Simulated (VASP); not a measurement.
A cell of TiAl (L1_0) near equilibrium:

```
CELL_PARAMETERS angstrom
      2.82335     0.00000     0.00000
      0.00000     2.82335     0.00000
      0.00000     0.00000     4.05982
ATOMIC_POSITIONS crystal
  Ti 0.00000 0.00000 0.00000
  Al 0.50000 0.50000 0.50000
```

Computed with PBE GGA, VASP's PBE PAW potentials (set 64) (plane waves; VASP 6.6.1).

```csv
run,ΔE (meV/atom),σxx,σyy,σzz,"largest shear component, with its sign (GPa)",largest force (eV/Å)
as it is,0.0,0.27,0.27,0.24,0.00,0.000
after one change,70.1,-10.45,-10.45,-10.42,0.00,0.000
```
Stress is in GPa, positive when the cell is compressed.

Question: Name the change that produced these shifts.
A) uniaxial strain of +2.0 % along x
B) isotropic strain of -1.0 %
C) atom 2 (Al) moved by 0.025 Å along y
D) isotropic strain of +4.0 %

Answer: D, isotropic strain of +4.0 %

The compound is TiAl in the L1_0 structure. The electron count is odd and the run is not spin-polarised, which forces a metal.
